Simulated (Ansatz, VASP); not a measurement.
# In2Se: VASP beside Ansatz, part 2 of 2

Aim: how closely do two programs agree when they are given the same cell, functional and k mesh? The cell is generated by rule, not measured, and may not be a known phase. The cell is taken from a series of runs on this material, whose earlier steps may have relaxed, scaled, displaced or heated it; both programs get it as it stands.

VASP 6.6.1 and Ansatz 0.2.0.

So far. Step 2 (Ansatz: single point, PBEsol, pair 1): The run ends at a pressure of -1.06 GPa, with forces up to 0.64 eV/Å. Step 3 (VASP: single point, PBEsol, pair 1): The run ends at a pressure of -1.06 GPa, with forces up to 0.64 eV/Å.

The structure was built from a prototype and need not be the compound's stable phase.

### Step 5. Ansatz: single point, PBEsol, pair 2

Level of this step: Ansatz beside VASP: Kohn-Sham DFT, plane waves, PBEsol (Ansatz).

A single point gives forces, pressure and levels at one fixed geometry, so differences don't come from the geometry; what else differs is listed under the comparison.

The cell is taken from a series of runs on this material, whose earlier steps may have relaxed, scaled, displaced or heated it; both programs get it as it stands.

File input.yaml:

```yaml
crystal:
  lattice:
    - [-6.6284302234, 0.0, 0.0]
    - [0.0, -6.6284302234, -6.6284302234]
    - [0.0, -6.6284302234, 6.6284302234]
  atoms:
    - { symbol: Se, position: [0.0, 0.5356887441, 0.5321060324] }
    - { symbol: Se, position: [0.0, -0.0356887441, -0.0321060324] }
    - { symbol: Se, position: [0.5, -0.0356887441, 0.5321060324] }
    - { symbol: Se, position: [0.5, 0.5356887441, -0.0321060324] }
    - { symbol: In, position: [0.75, 0.25, 0.476598454] }
    - { symbol: In, position: [0.75, 0.75, 0.023401546] }
    - { symbol: In, position: [0.25, 0.0260129241, 0.25] }
    - { symbol: In, position: [0.25, 0.4739870759, 0.75] }
    - { symbol: In, position: [0.25, 0.0260129241, 0.75] }
    - { symbol: In, position: [0.25, 0.4739870759, 0.25] }
    - { symbol: In, position: [0.75, 0.75, 0.476598454] }
    - { symbol: In, position: [0.75, 0.25, 0.023401546] }
kpoints:
  mp_grid: { grid: [6, 4, 4] }
hamiltonian:
  xc: pbesol
scf:
  occupations: { method: methfessel_paxton, width: 0.2 }
output:
  forces: true
  stress: true
  eigenvalues: true
```

The run is started by

```bash
> ansatz run input.yaml --threads 8 --pin off --max-ram 14336MiB --backend cpu --events-out ev --progress --plain --runs-dir out
```

Numbers of over 12 decimals in the logs are rounded to 6 here.

What it wrote:

```text
[...]
Crystal: 12 atoms, lattice volume = 582.455 Å³
Basis set: ecut = 420 eV, 11407 PW (Γ), exchange–correlation on 90×128×128 points (8 copies of the dense FFT grid, shifted against one another)
Bands: 101, of which v1, the nominal top of the filled ones, is band 84 counted from 1 (83 counted from 0)
Symmetry: 4 space group operations
[...]
k-point 0: bands = [... 80 lower, 1.8995, 2.9028, 2.9902, 3.0323, 3.4244, 3.8322, 4.3309, 4.7307, ... 13 higher]
  k-point 1: bands = [... 80 lower, 1.9341, 2.8049, 2.8380, 3.0439, 3.5767, 3.8502, 4.1623, 4.2236, ... 13 higher]
  k-point 2: bands = [... 80 lower, 2.0672, 2.5622, 2.5809, 3.3962, 3.5703, 3.7219, 3.9683, 4.0236, ... 13 higher]
  k-point 35: bands = [... 80 lower, 1.7828, 2.6589, 2.7656, 3.3550, 3.9361, 3.9385, 4.0287, 4.5784, ... 13 higher]
[key lines of the parts left out:]
SCF converged after 9 iterations
Free energy (F): -65895.398416 eV
Fermi energy:    3.499844 eV
P = ⅓ Tr σ = -1.4263 GPa (-14.263 kbar)
```

The run ends at a pressure of -1.43 GPa, with forces up to 0.76 eV/Å.

### Step 6. VASP: single point, PBEsol, pair 2

The same cell, functional, mesh and smearing now go to VASP, with its own data sets.

File INCAR:

```
SYSTEM = In2Se
PREC = Accurate
ENCUT = 500
EDIFF = 1E-06
NELM = 120
ISMEAR = 1
SIGMA = 0.2
LREAL = .FALSE.
ALGO = Normal
GGA = PS
NBANDS = 79
LORBIT = 11
LWAVE = .FALSE.
LCHARG = .FALSE.
ISIF = 2
LASPH = .TRUE.
GGA_COMPAT = .FALSE.
KPAR = 2
```

File POSCAR:

```
In2Se
1.0
   -6.6284302234      0.0000000000      0.0000000000
    0.0000000000     -6.6284302234     -6.6284302234
    0.0000000000     -6.6284302234      6.6284302234
Se In
4 8
Direct
    0.0000000000      0.5356887441      0.5321060324
    0.0000000000      0.9643112559      0.9678939676
    0.5000000000      0.9643112559      0.5321060324
    0.5000000000      0.5356887441      0.9678939676
    0.7500000000      0.2500000000      0.4765984540
    0.7500000000      0.7500000000      0.0234015460
    0.2500000000      0.0260129241      0.2500000000
    0.2500000000      0.4739870759      0.7500000000
    0.2500000000      0.0260129241      0.7500000000
    0.2500000000      0.4739870759      0.2500000000
    0.7500000000      0.7500000000      0.4765984540
    0.7500000000      0.2500000000      0.0234015460
```

File KPOINTS:

```
Automatic mesh
0
Gamma
6 4 4
0 0 0
```

Potentials, in the order of the species: Se and In_d (PBE family, release 64).

The run is started by

```bash
> mpirun -np 2 vasp_std
```

What it wrote:

```text
[banner, memory and clock lines left out]
running    2 mpi-ranks, on    1 nodes
[...]
[... a notice as in an earlier step ...]

 LDA part: xc-table for (Slater+PW92), standard interpolation
 POSCAR, INCAR and KPOINTS ok, starting setup
[...]
entering main loop
       N       E                     dE             d eps       ncg     rms          rms(c)
DAV:   1     0.120769750463E+04    0.12077E+04   -0.53797E+04  5688   0.158E+03
DAV:   2     0.139193685389E+03   -0.10685E+04   -0.10387E+04  5712   0.416E+02
DAV:   3    -0.222239496728E+02   -0.16142E+03   -0.15439E+03  6724   0.183E+02
DAV:   4    -0.365670716988E+02   -0.14343E+02   -0.13862E+02  6672   0.523E+01
[...]
DAV:  14    -0.346123755847E+02   -0.95588E-05   -0.13252E-05  4962   0.125E-02    0.345E-03
DAV:  15    -0.346123770244E+02   -0.14397E-05   -0.17810E-06  4874   0.625E-03    0.188E-03
DAV:  16    -0.346123772227E+02   -0.19830E-06   -0.52715E-07  3895   0.564E-03
   1 F= -.34612377E+02 E0= -.34605395E+02  d E =-.209462E-01
```

OUTCAR, selected parts (step 6):

```text
  Total       -5.1688329     -5.2170789     -5.2170789      0.0000000      0.2701743      0.0000000
  in kB      -14.2180820    -14.3507938    -14.3507938      0.0000000      0.7431774      0.0000000
  external PRESSURE =     -14.3065565 kB  Pullay stress =       0.0000000 kB

 POSITION                                       TOTAL-FORCE (eV/Angst)
 -----------------------------------------------------------------------------------
      0.00000     -7.07780     -0.02375        -0.038158     -0.302723      0.048418
      0.00000    -12.80749      0.02375        -0.038158      0.302723     -0.048418
     -3.31422     -9.91890     -2.86484         0.038158     -0.048418      0.302723
     -3.31422     -9.96639      2.86484         0.038158      0.048418     -0.302723
     -4.97132     -4.81621      1.50199        -0.000000      0.171332     -0.171332
     -4.97132     -5.12644     -4.81621        -0.000000     -0.536220      0.536220
     -1.65711     -1.82953      1.48468         0.000000     -0.187509     -0.187509
     -1.65711     -8.11311      1.82953        -0.000000      0.512640      0.512640
     -1.65711     -5.14375      4.79890        -0.000000     -0.512640     -0.512640
     -1.65711     -4.79890     -1.48468         0.000000      0.187509      0.187509
     -4.97132     -8.13042     -1.81222        -0.000000      0.536220     -0.536220
     -4.97132     -1.81222     -1.50199         0.000000     -0.171332      0.171332
 -----------------------------------------------------------------------------------
    total drift:                               -0.000000      0.000000     -0.000000

  FREE ENERGIE OF THE ION-ELECTRON SYSTEM (eV)
  ---------------------------------------------------
  free  energy   TOTEN  =       -34.6123772227 eV

  energy  without entropy=      -34.5914310301  energy(sigma->0) =      -34.60539516

[... 2 parts as in an earlier step ...]

[... 1 further part left out ...]
[key lines of the parts left out:]
E-fermi :   1.7245
```

The run ends at a pressure of -1.43 GPa, with forces up to 0.76 eV/Å.

### Step 7. Side by side

What differs besides the data sets and the points named for the pairs above, as far as they apply: the data sets hold 168 valence electrons in Ansatz (on its default PAW (the set named soft_2) files) and 128 in VASP. Total energies have different zeros and are not compared.

Both answers:

```csv
quantity,Ansatz,VASP,difference
pressure (GPa),-1.43,-1.43,0.00
```

Forces on 7 of the 12 atoms, those with the largest forces and the largest differences (eV/Å; atoms numbered as in POSCAR):

```csv
atom,"Ansatz x, y, z","VASP x, y, z"
Se1,"-0.038, -0.304, 0.049","-0.038, -0.303, 0.048"
Se3,"0.038, -0.049, 0.304","0.038, -0.048, 0.303"
Se4,"0.038, 0.049, -0.304","0.038, 0.048, -0.303"
In6,"0.000, -0.535, 0.535","0.000, -0.536, 0.536"
In8,"0.000, 0.511, 0.511","0.000, 0.513, 0.513"
In9,"0.000, -0.511, -0.511","0.000, -0.513, -0.513"
In11,"0.000, 0.535, -0.535","0.000, 0.536, -0.536"
```

The forces differ by 0.9 meV/Å r.m.s., which is 0.3 % of the r.m.s. force of 0.281 eV/Å (both taken over all components).

### Step 8. Outcome

| Quantity | Value |
| --- | --- |
| r.m.s. force difference (single point, PBEsol, pair 1) | 0.097 % of the r.m.s. force |
| r.m.s. force difference (single point, PBEsol, pair 2) | 0.33 % of the r.m.s. force |

What this shows: The r.m.s. force difference is 0.33 % of the r.m.s. force (single point, PBEsol, pair 2), within the 3 % picked in this series as the mark of a large difference. The data sets hold unlike numbers of valence electrons (168 in Ansatz and 128 in VASP), so part of the differences comes from the potentials. Such differences can come from data sets, numerical settings and the points named under the comparisons, not from the functional's error against experiment.

[Lines on the potential files, build, host, timing and source positions are cut from VASP's logs without a mark.]

[Logs are printed without paths, hosts, clocks, repeated set-up lines and the standing remarks that a program may print on its own settings, such as how far it seeks lower states.]

[Hosts, paths, dates, database ids (printed as entryN), source tags and the programs' standing remarks are cut or masked in the printed files.]
